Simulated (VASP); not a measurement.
Given:

```xyz
3
Lattice="0.0000 2.6309 2.6309 2.6309 0.0000 2.6309 2.6309 2.6309 0.0000" Properties=species:S:1:pos:R:3 pbc="T T T"
Cd     0.0000     0.0000     0.0000
F      1.3154     1.3154     1.3154
F      3.9463     3.9463     3.9463
```

The numbers are results of LDA (Ceperley-Alder, Perdew-Zunger), VASP's LDA PAW potentials (set 64) (plane waves; VASP), not measurements. Numerical set-up: 520 eV cut-off, 7×7×7 Γ-centred mesh, Gaussian smearing of 0.050 eV, potentials Cd F.

Problem. Give the stress tensor in GPa (positive for a compressed cell).

Solution. 
```
4.16  0.00  0.00
0.00  4.16  0.00
0.00  0.00  4.16
```
The pressure is its mean diagonal, 4.16 GPa.

The compound is CdF2 in the fluorite structure. This cell is one point of a volume scan, at 0.97 of the reference volume.
